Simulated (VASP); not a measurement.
Input for VASP

KPOINTS:
```
K-points
0
Gamma
  11 11 11
```

### INCAR
```
# general
SYSTEM  = Ba
PREC    = Accurate
ENCUT   = 520
LREAL   = .FALSE.
LASPH   = .TRUE.

# electronic loop
EDIFF   = 1E-7
NELM    = 100
ALGO    = Normal
LMAXMIX = 4

# smearing
ISMEAR  = -5

# functional
GGA     = RP

# ions
ISIF    = 2

# output
LWAVE   = .FALSE.
LCHARG  = .TRUE.
LORBIT  = 11
NEDOS   = 601
```

File POSCAR:
```
Ba
1.0
 -2.5812890248   2.5812890248   2.5812890248
  2.5812890248  -2.5812890248   2.5812890248
  2.5812890248   2.5812890248  -2.5812890248
Ba
1
direct
  0.0000000000   0.0000000000   0.0000000000
```

POTCAR, in this order: Ba_sv (PBE.64 set). Program: vasp_std.

Problem. Write an equivalent input for Quantum ESPRESSO's pw.x.

Solution. One equivalent input (not run):
```
&CONTROL
  calculation = 'scf'
  pseudo_dir = './pseudo'
  outdir = './out'
  tprnfor = .true.
  tstress = .true.
/
&SYSTEM
  ibrav = 0
  nat = 1
  ntyp = 1
  ecutwfc = 56.6
  occupations = 'tetrahedra'
  input_dft = 'rpbe'
/
&ELECTRONS
  conv_thr = 7.3e-09
  electron_maxstep = 100
/
ATOMIC_SPECIES
  Ba 137.327 Ba.upf
CELL_PARAMETERS angstrom
    -2.5812890    2.5812890    2.5812890
     2.5812890   -2.5812890    2.5812890
     2.5812890    2.5812890   -2.5812890
ATOMIC_POSITIONS crystal
  Ba   0.0000000  0.0000000  0.0000000
K_POINTS automatic
  11 11 11 0 0 0
```
Limits of the translation: the potentials are each code's own (VASP's PAW set, PseudoDojo norm-conserving files in pw.x), so ENCUT and ecutwfc are chosen apart and not converted; conv_thr bounds pw.x's estimated SCF error, while EDIFF bounds the energy change between steps.

The compound is Ba in the bcc structure. It was relaxed first, which changed the volume by +9 %.
